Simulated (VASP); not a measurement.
Method: PBEsol GGA, VASP's PBE PAW potentials (set 64) (plane waves; VASP).

The input files of a VASP run:

### INCAR
```
PREC = Accurate
ENCUT = 400   # plane-wave cut-off (eV)
SYSTEM = TaSi2
ISMEAR = 1   # Methfessel-Paxton
NSW = 60   # most ionic steps
EDIFFG = -0.02   # ionic stop
IBRION = 2   # conjugate gradients
EDIFF = 1E-6   # SCF stop (eV)
ALGO = Normal
LCHARG = F
ISIF = 3
LWAVE = F
NELM = 100   # most electronic steps
SIGMA = 0.1
LREAL = F   # projection in real space or not
LMAXMIX = 6   # l cut-off of mixed one-centre charges
LASPH = T
GGA = PS
```

File KPOINTS:
```
Automatic
0
gamma
  12 12 12
```

File POSCAR:
```
TaSi2
1
   -1.6290774892     1.6290774892     4.0760118210
    1.6290774892    -1.6290774892     4.0760118210
    1.6290774892     1.6290774892    -4.0760118210
Ta Si
1 2
Direct
  0.0000000000   0.0000000000   0.0000000000
  0.3319313174   0.3319313174   0.0000000000
  0.6680686826   0.6680686826   1.0000000000
```

POTCAR, in this order: Ta_pv Si (PBE.64 set). Program: vasp_std.

### Question
What will the output report for the number of irreducible k-points (NKPTS), number of bands (NBANDS), largest plane-wave count, number of space-group operations, FFT grid (NGX, NGY, NGZ)?

### Answer

The number of irreducible k-points (NKPTS) is 163 and the number of bands (NBANDS) is 13. The largest plane-wave count comes out as 805 and the number of space-group operations is 16. The FFT grid (NGX, NGY, NGZ) comes out as 32 × 32 × 32.

The structure was generated: TaSi2 was put into the MoSi2 type (I4/mmm), which need not be its known phase. This run relaxes it. Symmetry was kept, so distortions that lower it aren't found. The start is the result of an earlier pass. The electron count is odd and the run is not spin-polarised, which forces a metal.
